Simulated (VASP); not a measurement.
# GaN: exact exchange and RPA correlation, part 3 of 6

Wanted: where the RPA puts the energy minimum of GaN. The scan starts from a database cell scaled to its smallest volume. The cell is of the zinc-blende type, which need not be the form that is stable at ambient conditions. The start is a computed cell from a database.

VASP 6.6.1, plane waves and PAW; the level of theory is named at each step.

So far. Step 7 (Orbitals for comparison: HSE06, volume ratio 0.92): The run ends at a pressure of 11.34 GPa. Step 8 (Comparison: HSE06, volume ratio 0.92): Its energy is -7.3246 eV an atom, on a zero of its own.

### Step 9. Orbitals, volume ratio 0.96

This step: LDA; plane waves and PAW (Ga_d_GW, N_GW) (VASP 6.6.1).

The same chain follows at a volume ratio of 0.96.

Contents of INCAR:

```
SYSTEM = GaN
PREC = Accurate
ENCUT = 470
EDIFF = 1E-08
NELM = 100
ISMEAR = 0
SIGMA = 0.05
LREAL = .FALSE.
ALGO = Normal
GGA = CA
NBANDS = 15
LORBIT = 11
LWAVE = .TRUE.
LCHARG = .FALSE.
KPAR = 4
```

Contents of POSCAR:

```
GaN
1.0
    0.0000000000      2.2230441631      2.2230441631
    2.2230441631      0.0000000000      2.2230441631
    2.2230441631      2.2230441631      0.0000000000
Ga N
1 1
Direct
    0.0000000000      0.0000000000      0.0000000000
    0.2500000000      0.2500000000      0.2500000000
```

Contents of KPOINTS:

```
Automatic mesh
0
Gamma
6 6 6
0 0 0
```

Potentials, in the order of the species: Ga_d_GW and N_GW (LDA family, release 64).

On the command line:

```
mpirun -np 4 vasp_std
```

What it wrote:

```text
[... set-up lines as in an earlier step ...]
 entering main loop
       N       E                     dE             d eps       ncg     rms          rms(c)
DAV:   1     0.121038E+03    0.12104E+03   -0.10849E+04   542   0.187E+03
DAV:   2    -0.723643E+01   -0.12827E+03   -0.12252E+03   508   0.376E+02
DAV:   3    -0.158628E+02   -0.86264E+01   -0.85704E+01   606   0.111E+02
DAV:   4    -0.160086E+02   -0.14579E+00   -0.14577E+00   571   0.162E+01
[...]
DAV:  12    -0.139409E+02   -0.28008E-06   -0.33196E-06   543   0.291E-02    0.204E-03
DAV:  13    -0.139409E+02    0.11736E-07   -0.33253E-07   749   0.712E-03    0.244E-04
DAV:  14    -0.139409E+02    0.57080E-08   -0.71207E-09   341   0.147E-03
   1 F= -.13940934E+02 E0= -.13940934E+02  d E =-.419621E-17
 writing wavefunctions
```

It took 2.2 s on 4 MPI ranks of Intel Xeon 6975P-C (Granite Rapids), shared host; peak memory 0.44 GiB.

Parts of OUTCAR (step 9):

```text
  Total        0.1881807      0.1881807      0.1881807      0.0000000      0.0000000      0.0000000
  in kB       13.7218104     13.7218104     13.7218104      0.0000000      0.0000000      0.0000000
  external PRESSURE =      13.7218104 kB  Pullay stress =       0.0000000 kB

 POSITION                                       TOTAL-FORCE (eV/Angst)
 -----------------------------------------------------------------------------------
      0.00000      0.00000      0.00000         0.000000      0.000000      0.000000
      1.11152      1.11152      1.11152        -0.000000     -0.000000     -0.000000
 -----------------------------------------------------------------------------------
    total drift:                                0.000002      0.000002      0.000002

  FREE ENERGIE OF THE ION-ELECTRON SYSTEM (eV)
  ---------------------------------------------------
  free  energy   TOTEN  =       -13.9409336884 eV

  energy  without entropy=      -13.9409336884  energy(sigma->0) =      -13.94093369

[... 1 part as in an earlier step ...]

[... 2 further parts left out ...]
[key lines of the parts left out:]
E-fermi :   5.5675
```

The run ends at a pressure of 1.37 GPa.

### Step 10. Exact exchange, volume ratio 0.96

This step: Hartree-Fock energy on LDA orbitals; plane waves and PAW (Ga_d_GW, N_GW) (VASP 6.6.1).

Exact exchange at this point.

Contents of INCAR:

```
SYSTEM = GaN
PREC = Accurate
ENCUT = 470
ISMEAR = 0
SIGMA = 0.05
LREAL = .FALSE.
GGA = CA
NBANDS = 15
ALGO = Eigenval
NELM = 1
LHFCALC = .TRUE.
AEXX = 1
ALDAC = 0
AGGAC = 0
PRECFOCK = Normal
LWAVE = .FALSE.
LCHARG = .FALSE.
```

POSCAR is that of step 9.

KPOINTS is that of step 9.

The WAVECAR or CHGCAR of an earlier step is read.

On the command line:

```
mpirun -np 4 vasp_std
```

What it wrote:

```text
[banner, memory and clock lines left out]
running    4 mpi-ranks, on    1 nodes
[...]
LDA part: xc-table for (Slater(with rela. corr.)+CA(PZ))
 , standard interpolation
 [... a notice as in an earlier step ...]

 found WAVECAR, reading the header
  number of bands has changed, file:    15 present:    16
  trying to continue reading WAVECAR, but it might fail
 POSCAR, INCAR and KPOINTS ok, starting setup
[...]
reading WAVECAR
 random initialization beyond band           15
 the WAVECAR file was read successfully
 initial charge from wavefunction
 entering main loop
       N       E                     dE             d eps       ncg     rms          rms(c)
EIG:   1    -0.226625E+02   -0.22662E+02    0.00000E+00     0   0.000E+00
   1 F= -.22662484E+02 E0= -.22662484E+02  d E =-.164954E-24
```

Run time: 61 s. Hardware: 4 MPI ranks; peak memory 0.43 GiB.

OUTCAR, selected parts (step 10):

```text
 POSITION                                       TOTAL-FORCE (eV/Angst)
 -----------------------------------------------------------------------------------
      0.00000      0.00000      0.00000         0.000000     -0.000000     -0.000000
      1.11152      1.11152      1.11152        -0.000000      0.000000      0.000000
 -----------------------------------------------------------------------------------
    total drift:                                0.000004      0.000003      0.000003

  FREE ENERGIE OF THE ION-ELECTRON SYSTEM (eV)
  ---------------------------------------------------
  free  energy   TOTEN  =       -22.6624844130 eV

  energy  without entropy=      -22.6624844130  energy(sigma->0) =      -22.66248441

[... 2 parts as in an earlier step ...]

[... 1 further part left out ...]
[key lines of the parts left out:]
E-fermi :   5.6347
```

The Hartree-Fock energy on these orbitals is -11.3312 eV an atom.

### Step 11. Empty bands, volume ratio 0.96

This step: LDA; plane waves and PAW (Ga_d_GW, N_GW) (VASP 6.6.1).

The empty bands are made again, for the run that follows.

Contents of INCAR:

```
SYSTEM = GaN
PREC = Accurate
ENCUT = 470
ISMEAR = 0
SIGMA = 0.05
LREAL = .FALSE.
GGA = CA
NBANDS = 528
ALGO = Exact
NELM = 1
LWAVE = .TRUE.
LCHARG = .FALSE.
LOPTICS = .TRUE.
NEDOS = 1000
CSHIFT = 0.1
```

POSCAR is that of step 10.

KPOINTS is that of step 10.

On the command line:

```
mpirun -np 4 vasp_std
```

What it wrote:

```text
[... set-up lines as in an earlier step ...]
 entering main loop
       N       E                     dE             d eps       ncg     rms          rms(c)
DIA:   1    -0.139409E+02   -0.13941E+02    0.00000E+00     0   0.000E+00
   1 F= -.13940934E+02 E0= -.13940934E+02  d E =-.729240E-31
 writing wavefunctions
 optical routines
 imaginary and real dielectric function
 recalculating local potential from charge density
 direction            1
 direction            2
 direction            3
```

Wall time 4.6 s (4 MPI ranks); peak memory 0.6 GiB.

From OUTCAR (step 11):

```text
  Total        0.1881129      0.1881129      0.1881129     -0.0000000      0.0000000      0.0000000
  in kB       13.7168670     13.7168670     13.7168670     -0.0000000      0.0000000      0.0000000
  external PRESSURE =      13.7168670 kB  Pullay stress =       0.0000000 kB

 POSITION                                       TOTAL-FORCE (eV/Angst)
 -----------------------------------------------------------------------------------
      0.00000      0.00000      0.00000        -0.000000     -0.000000     -0.000000
      1.11152      1.11152      1.11152         0.000000      0.000000      0.000000
 -----------------------------------------------------------------------------------
    total drift:                                0.000002      0.000002      0.000002

  FREE ENERGIE OF THE ION-ELECTRON SYSTEM (eV)
  ---------------------------------------------------
  free  energy   TOTEN  =       -13.9409336877 eV

  energy  without entropy=      -13.9409336877  energy(sigma->0) =      -13.94093369

[... 2 parts as in an earlier step ...]

[... 1 further part left out ...]
[key lines of the parts left out:]
E-fermi :   5.6835
```

### Step 12. RPA correlation, volume ratio 0.96

This step: RPA correlation on LDA orbitals; plane waves and PAW (Ga_d_GW, N_GW) (VASP 6.6.1).

RPA correlation at this point.

Contents of INCAR:

```
SYSTEM = GaN
PREC = Accurate
ENCUT = 470
ISMEAR = 0
SIGMA = 0.05
LREAL = .FALSE.
GGA = CA
NBANDS = 528
ALGO = ACFDT
ENCUTGW = 200
NOMEGA = 12
PRECFOCK = Fast
LWAVE = .FALSE.
LCHARG = .FALSE.
```

POSCAR is that of step 11.

KPOINTS is that of step 11.

On the command line:

```
mpirun -np 4 vasp_std
```

What it wrote:

```text
[banner, memory and clock lines left out]
running    4 mpi-ranks, on    1 nodes
[...]
LDA part: xc-table for (Slater(with rela. corr.)+CA(PZ))
 , standard interpolation
 found WAVECAR, reading the header
 POSCAR, INCAR and KPOINTS ok, starting setup
[...]
reading WAVECAR
 the WAVECAR file was read successfully
 initial charge from wavefunction
 available memory per node:    245.63 GB, setting MAXMEM to    251520

 The Fermi energy was updated, please check that it is located mid-gap
 values below the HOMO (VB) or above the LUMO (CB) will cause erroneous energies
 E-fermi :   6.2905

 the WAVEDER file was read successfully
 set NWRITE>2 for more details about minimax calculation
 number of imaginary grid points requested:      12
 number of distinct grids requested:  1
 quadrature errors minimized for energies in [ 0.201E+01, 0.472E+03 ]
 bosonic grid (T=0, re) determined with error: 0.3146E-07
 bosonic grid (re): 0.3146E-07
       0.4705       1.5267       2.9670       5.1884       8.8514
[...]
NQ=  10    0.3333    0.3333    0.0000,
|.........|.........|.........|.........
 performed     118280000 updates of chi_q(r,r)
 total number of BLAS operations      18958.53 Gflops
NQ=  11    0.5000    0.3333    0.0000,
|.........|.........|.........|.........
 performed     130108000 updates of chi_q(r,r)
 total number of BLAS operations      20786.91 Gflops
NQ=  12   -0.3333    0.3333    0.0000,
|.........|.........|.........|.........
 performed     141936000 updates of chi_q(r,r)
 total number of BLAS operations      22695.05 Gflops
NQ=  13    0.5000    0.5000    0.0000,
|.........|.........|.........|.........
 performed     153764000 updates of chi_q(r,r)
 total number of BLAS operations      24824.26 Gflops
NQ=  14    0.5000    0.3333    0.1667,
|.........|.........|.........|.........
 performed     165592000 updates of chi_q(r,r)
 total number of BLAS operations      26759.37 Gflops
NQ=  15   -0.3333    0.3333    0.1667,
|.........|.........|.........|.........
 performed     177420000 updates of chi_q(r,r)
 total number of BLAS operations      28614.15 Gflops
NQ=  16   -0.3333    0.5000    0.1667,
|.........|.........|.........|.........
 performed     189248000 updates of chi_q(r,r)
 total number of BLAS operations      30364.45 Gflops
 entering main loop
```

Wall time 5.6 min (4 MPI ranks); peak memory 1.6 GiB; 15 min of CPU time.

From OUTCAR (step 12):

```text
      cutoff energy     smooth cutoff   RPA   correlation   Hartree contr. to MP2
---------------------------------------------------------------------------------
            200.000           160.000      -17.6447449202      -28.6260755024
            190.476           152.381      -17.4254886022      -28.2922613089
            181.406           145.125      -17.1905148952      -27.9331292792
            172.768           138.214      -16.9431265716      -27.5540436312
            164.541           131.632      -16.6817465814      -27.1529657436
            156.705           125.364      -16.4098556666      -26.7355716671
            149.243           119.394      -16.1269856436      -26.3014831297
            142.136           113.709      -15.8341653880      -25.8527495864
  linear regression

[... 3 parts as in an earlier step ...]

[... 1 further part left out ...]
[key lines of the parts left out:]
E-fermi :   6.2905
```

The correlation energy is -10.168 eV an atom, -9 meV against the point before. With exact exchange the total is -21.4997 eV an atom.

### Step 13. Comparison: r2SCAN, volume ratio 0.96

This step: r2SCAN; plane waves and PAW (Ga_d_GW, N_GW) (VASP 6.6.1).

The comparison at this point.

Contents of INCAR:

```
SYSTEM = GaN
PREC = Accurate
ENCUT = 470
EDIFF = 1E-06
NELM = 100
ISMEAR = 0
SIGMA = 0.05
LREAL = .FALSE.
ALGO = Normal
METAGGA = R2SCAN
LASPH = .TRUE.
NBANDS = 15
LWAVE = .FALSE.
LCHARG = .FALSE.
KPAR = 4
```

POSCAR is that of step 12.

KPOINTS is that of step 12.

On the command line:

```
mpirun -np 4 vasp_std
```

What it wrote:

```text
[banner, memory and clock lines left out]
running    4 mpi-ranks, on    1 nodes
[...]
[... a notice as in an earlier step ...]

 LDA part: xc-table for (None), standard interpolation
 POSCAR, INCAR and KPOINTS ok, starting setup
[...]
entering main loop
       N       E                     dE             d eps       ncg     rms          rms(c)
DAV:   1    -0.219332E+02   -0.21933E+02   -0.11163E+04   542   0.193E+03
DAV:   2    -0.153499E+03   -0.13157E+03   -0.12565E+03   515   0.387E+02
DAV:   3    -0.162366E+03   -0.88671E+01   -0.88124E+01   599   0.114E+02
DAV:   4    -0.162525E+03   -0.15895E+00   -0.15893E+00   585   0.173E+01
[...]
DAV:  11    -0.156996E+03    0.13530E-04   -0.85478E-05   641   0.357E-01    0.119E-02
DAV:  12    -0.156996E+03   -0.10861E-05   -0.10282E-05   606   0.487E-02    0.297E-03
DAV:  13    -0.156996E+03   -0.30550E-06   -0.78011E-07   394   0.184E-02
   1 F= -.15699559E+03 E0= -.15699559E+03  d E =-.350044E-16
```

The job ended after 7.6 s (4 MPI ranks; peak memory 0.51 GiB; 20 s of CPU time).

Parts of OUTCAR (step 13):

```text
  Total        1.1851436      1.1851436      1.1851436      0.0000000      0.0000000      0.0000000
  in kB       86.4186130     86.4186130     86.4186130      0.0000000      0.0000000      0.0000000
  external PRESSURE =      86.4186130 kB  Pullay stress =       0.0000000 kB

 POSITION                                       TOTAL-FORCE (eV/Angst)
 -----------------------------------------------------------------------------------
      0.00000      0.00000      0.00000        -0.000000      0.000000     -0.000000
      1.11152      1.11152      1.11152         0.000000     -0.000000      0.000000
 -----------------------------------------------------------------------------------
    total drift:                                0.000264      0.000264      0.000263

  FREE ENERGIE OF THE ION-ELECTRON SYSTEM (eV)
  ---------------------------------------------------
  free  energy   TOTEN  =      -156.9955866897 eV

  energy  without entropy=     -156.9955866897  energy(sigma->0) =     -156.99558669

[... 2 parts as in an earlier step ...]

[... 1 further part left out ...]
[key lines of the parts left out:]
E-fermi :   5.6405
```

Its energy is -78.4978 eV an atom, on a zero of its own.

### Step 14. Orbitals for comparison: HSE06, volume ratio 0.96

This step: LDA; plane waves and PAW (Ga_d_GW, N_GW) (VASP 6.6.1).

Starting orbitals, as before.

Contents of INCAR:

```
SYSTEM = GaN
PREC = Accurate
ENCUT = 470
EDIFF = 1E-05
NELM = 100
ISMEAR = 0
SIGMA = 0.05
LREAL = .FALSE.
ALGO = Normal
GGA = CA
NBANDS = 15
LORBIT = 11
LWAVE = .TRUE.
LCHARG = .FALSE.
KPAR = 4
```

POSCAR is that of step 13.

KPOINTS is that of step 13.

On the command line:

```
mpirun -np 4 vasp_std
```

What it wrote:

```text
[... set-up lines as in an earlier step ...]
 entering main loop
       N       E                     dE             d eps       ncg     rms          rms(c)
[... 10 cycles as in an earlier step ...]
DAV:  11    -0.139409E+02    0.75304E-05   -0.34133E-05   604   0.152E-01
   1 F= -.13940933E+02 E0= -.13940933E+02  d E =-.381126E-17
 writing wavefunctions
```

It took 1.8 s on 4 MPI ranks; peak memory 0.46 GiB.

OUTCAR, selected parts (step 14):

```text
  Total        0.2098358      0.2098358      0.2098358     -0.0000000      0.0000000     -0.0000000
  in kB       15.3008617     15.3008617     15.3008617     -0.0000000      0.0000000     -0.0000000
  external PRESSURE =      15.3008617 kB  Pullay stress =       0.0000000 kB

 POSITION                                       TOTAL-FORCE (eV/Angst)
 -----------------------------------------------------------------------------------
      0.00000      0.00000      0.00000         0.000000      0.000000     -0.000000
      1.11152      1.11152      1.11152        -0.000000     -0.000000      0.000000
 -----------------------------------------------------------------------------------
    total drift:                                0.000002      0.000002      0.000002

  FREE ENERGIE OF THE ION-ELECTRON SYSTEM (eV)
  ---------------------------------------------------
  free  energy   TOTEN  =       -13.9409329821 eV

  energy  without entropy=      -13.9409329821  energy(sigma->0) =      -13.94093298

[... 2 parts as in an earlier step ...]

[... 1 further part left out ...]
[key lines of the parts left out:]
E-fermi :   5.5685
```

The run ends at a pressure of 1.53 GPa.

### Step 15. Comparison: HSE06, volume ratio 0.96

This step: HSE06; plane waves and PAW (Ga_d_GW, N_GW) (VASP 6.6.1).

The comparison at this point.

Contents of INCAR:

```
SYSTEM = GaN
PREC = Accurate
ENCUT = 470
EDIFF = 1E-06
NELM = 100
ISMEAR = 0
SIGMA = 0.05
LREAL = .FALSE.
ALGO = Normal
LHFCALC = .TRUE.
AEXX = 0.25
GGA = PE
HFSCREEN = 0.2
LASPH = .TRUE.
NBANDS = 15
PRECFOCK = Fast
LWAVE = .FALSE.
LCHARG = .FALSE.
KPAR = 4
```

POSCAR is that of step 14.

KPOINTS is that of step 14.

The run starts from files that an earlier step left in the folder.

On the command line:

```
mpirun -np 4 vasp_std
```

What it wrote:

```text
[... set-up lines as in an earlier step ...]
 entering main loop
       N       E                     dE             d eps       ncg     rms          rms(c)
DAV:   1    -0.147582E+02   -0.14758E+02   -0.11570E+00   656   0.356E+01    0.107E+00
DAV:   2    -0.147286E+02    0.29621E-01   -0.15166E-01   646   0.123E+01    0.592E-01
DAV:   3    -0.147240E+02    0.45490E-02   -0.19987E-02   648   0.352E+00    0.313E-01
DAV:   4    -0.147239E+02    0.12202E-03   -0.14116E-03   642   0.515E-01    0.189E-01
[...]
DAV:   8    -0.147236E+02    0.76075E-05   -0.25980E-06   564   0.319E-02    0.188E-02
DAV:   9    -0.147236E+02    0.25168E-05   -0.83014E-07   331   0.168E-02    0.111E-02
DAV:  10    -0.147236E+02    0.84077E-06   -0.49241E-07   303   0.960E-03
   1 F= -.14723597E+02 E0= -.14723597E+02  d E =-.453831E-14
```

Wall time 99 s (4 MPI ranks); peak memory 0.88 GiB; 4.8 min of CPU time.

From OUTCAR (step 15):

```text
 POSITION                                       TOTAL-FORCE (eV/Angst)
 -----------------------------------------------------------------------------------
      0.00000      0.00000      0.00000         0.000000      0.000000      0.000000
      1.11152      1.11152      1.11152        -0.000000     -0.000000     -0.000000
 -----------------------------------------------------------------------------------
    total drift:                                0.000109      0.000100      0.000075

  FREE ENERGIE OF THE ION-ELECTRON SYSTEM (eV)
  ---------------------------------------------------
  free  energy   TOTEN  =       -14.7235972241 eV

  energy  without entropy=      -14.7235972241  energy(sigma->0) =      -14.72359722

[... 2 parts as in an earlier step ...]

[... 1 further part left out ...]
[key lines of the parts left out:]
E-fermi :   5.0227
```

Its energy is -7.3618 eV an atom, on a zero of its own.

(Continued in part 4 of 6.)

[Long decimals in the printed logs are rounded to 6 places.]

[Lines on the potential files, build, host, timing and source positions are cut from VASP's logs without a mark.]

[Logs are printed without paths, hosts, clocks, repeated set-up lines and the standing remarks that a program may print on its own settings, such as how far it seeks lower states.]

[Hosts, paths, dates, database ids (printed as entryN), source tags and the programs' standing remarks are cut or masked in the printed files.]

[Measured values are set beside computed ones only where the two were judged alike; some that the calculation misses by far are left out.]

[Pressures printed for these runs are not shown converged in the cutoff: they can be off by several GPa and have the wrong sign.]
